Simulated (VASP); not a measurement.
The system is Mg2TiN2.

```
Mg Ti N
1.0
     3.21429    0.00000    0.00000
    -1.60715    2.78366    0.00000
     0.00000    0.00000    8.50706
Mg Ti N
2 1 2
Direct
  0.66667 0.33333 0.29327
  0.33333 0.66667 0.70673
  0.00000 0.00000 0.00000
  0.66667 0.33333 0.86863
  0.33333 0.66667 0.13137
```

The cell was built by a generator and needn't be a form met in nature.

| Item | Value |
| --- | --- |
| Program | VASP 6.6.1 |
| Task | relaxation of cell and atoms |
| Functional | PBE |
| Potentials or basis | VASP PAW PBE potentials, release 64 (Mg, Ti_sv, N) |
| Cutoff | 520 eV |
| k mesh | 5 × 5 × 2 |
| Occupations | gaussian, width 0.15 eV |
| Spin | no spin polarisation |

At the start: pressure -12.7 GPa; volume 15.22 Å³/atom.

How do energy, volume and symmetry change on relaxing?

Over 14 steps the energy falls by 187.0 meV/atom and the volume is 12.31 Å³/atom (-19.1 %); space group P-3m1 (No. 164, to 0.05 Å).

Step by step:
```
step  energy change (eV)  largest force (eV/Å)  pressure (GPa)  volume (Å³)
   1              0.0000                1.2703          -12.73        76.12
   2             -0.4907                1.5491            7.71        63.55
   3             -0.5372                1.5395            2.23        66.02
   4             -0.6999                0.8433            0.65        65.17
   5             -0.7080                0.9380            0.63        64.94
   6             -0.8124                0.6318           -2.29        65.10
   7             -0.8580                0.2394           -5.42        65.26
   8             -0.9183                0.1284           -2.82        63.06
   9             -0.9253                0.2412           -0.07        61.32
  10             -0.9274                0.1944            0.21        61.64
  11             -0.9261                0.1233           -1.30        62.35
  12             -0.9276                0.1676           -1.05        61.96
  13             -0.9277                0.1816           -0.48        61.83
  14             -0.9351                0.0758           -0.27        61.55
```

Final structure:
```
Mg Ti N
1.0
     3.05784    0.00000    0.00000
    -1.52892    2.64817    0.00000
     0.00000    0.00000    7.60151
Mg Ti N
2 1 2
Direct
  0.66667 0.33333 0.31569
  0.33333 0.66667 0.68431
  0.00000 0.00000 0.00000
  0.66667 0.33333 0.84206
  0.33333 0.66667 0.15794
```

Caveat: the k mesh is coarse (spacing up to 0.45 Å⁻¹), so the values aren't converged; the volume moved by over 15 % at a fixed basis, so the end points are rough; the relaxation stopped at a loose force limit of 0.08 eV/Å, so its end isn't a converged minimum.
